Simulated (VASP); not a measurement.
Data:

```
CELL_PARAMETERS angstrom
      0.00000     2.40279     2.40279
      2.40279     0.00000     2.40279
      2.40279     2.40279     0.00000
ATOMIC_POSITIONS crystal
  Na 0.00000 0.00000 0.00000
  H  0.50000 0.50000 0.50000
```

Method: PBE GGA, VASP's PBE PAW potentials (set 64) (plane waves; VASP). Run with 480 eV cut-off, 10×10×10 Γ-centred mesh, Gaussian smearing of 0.050 eV, potentials Na_pv H.

### Question
What does the run give for the energy per atom (σ→0)?

### Answer

| Item | Result |
|---|---|
| energy per atom (σ→0) | -2.543 eV/atom |

The compound is NaH in the rock salt structure. It was relaxed first.
